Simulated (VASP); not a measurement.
Data:

```
Li
1.0
   -1.57802     1.57802     1.57802
    1.57802    -1.57802     1.57802
    1.57802     1.57802    -1.57802
Li
1
Direct
  0.00000   0.00000   0.00000
```

These are PBE GGA, VASP's PBE PAW potentials (set 64) (plane waves; VASP) values and carry that method's errors. Run with 620 eV cut-off, 16×16×16 Γ-centred mesh, first-order Methfessel-Paxton smearing of 0.10 eV, potentials Li_sv.

Energy and stress use the plane-wave basis of the starting cell.

Q: The ions, cell shape and volume at an external pressure of 10.0 GPa are relaxed. What does this cell relax into?

A: 
```
Li
1.0
   -1.50914     1.50914     1.50914
    1.50914    -1.50914     1.50914
    1.50914     1.50914    -1.50914
Li
1
Direct
  0.00000   0.00000   0.00000
```
Space group Im-3m (229), at a tolerance of 0.03 Å.

Q: How do energy and volume change from the first to the last step?

A: The energy (σ→0) changes by +90.8 meV/atom and the volume by -12.5 %, in 4 ionic steps.

The compound is Li in the bcc structure. This run relaxes it under an external pressure of 10 GPa. Symmetry was kept, so distortions that lower it aren't found.
